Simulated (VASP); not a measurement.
Crystal: GaBiSe3.

```
Ga Bi Se
1.0
     2.02500    1.16913    9.40000
    -2.02500    1.16913    9.40000
     0.00000   -2.33827    9.40000
Ga Bi Se
1 1 3
Cartesian
  0.0000 0.0000 15.2365
  0.0000 0.0000 20.6057
  0.0000 0.0000 12.8113
  0.0000 0.0000 6.5988
  0.0000 0.0000 0.0000
```

The cell was built by a generator and needn't be a form met in nature.

| Item | Value |
| --- | --- |
| Program | VASP 6.6.1 |
| Task | relaxation of cell and atoms |
| Functional | PBE |
| Potentials or basis | VASP PAW PBE potentials, release 64 (Ga_d, Bi_d, Se) |
| Cutoff | 520 eV |
| k mesh | 4 × 4 × 4 |
| Occupations | gaussian, width 0.15 eV |
| Spin | no spin polarisation |

At the start: pressure 3.9 GPa; volume 26.71 Å³/atom.

How do energy, volume and symmetry change on relaxing?

Over 13 steps the energy falls by 83.5 meV/atom and the volume is 28.30 Å³/atom (+6.0 %); space group R3m (No. 160, to 0.05 Å).

Step by step:
```
step  energy change (eV)  largest force (eV/Å)  pressure (GPa)  volume (Å³)
   1              0.0000                2.2109            3.91       133.53
   2             -0.3264                0.6376           -1.51       146.51
   3             -0.3273                0.7213           -1.06       145.64
   4             -0.3273                0.6452           -1.40       145.98
   5             -0.3947                0.3338           -0.20       143.06
   6             -0.3985                0.3369            0.24       142.41
   7             -0.4129                0.1987           -0.15       142.79
   8             -0.4141                0.2145           -0.27       142.92
   9             -0.4177                0.0421           -0.46       141.91
  10             -0.4073                0.3422            0.20       139.85
  11             -0.4169                0.0992            0.78       141.22
  12             -0.4176                0.0901            0.01       141.61
  13             -0.4175                0.0405            0.06       141.52
```

Final structure:
```xyz
5
Lattice="2.0507 1.1840 9.7142 -2.0507 1.1840 9.7142 0.0000 -2.3679 9.7142" Properties=species:S:1:pos:R:3 pbc="T T T"
Ga    0.0000    0.0000   15.6539
Bi    0.0000    0.0000   21.1360
Se    0.0000    0.0000   13.2732
Se    0.0000    0.0000    6.9478
Se    0.0000    0.0000    0.0884
```

Caveat: the k mesh is coarse (spacing up to 0.45 Å⁻¹), so the values aren't converged; the relaxation stopped at a loose force limit of 0.08 eV/Å, so its end isn't a converged minimum.
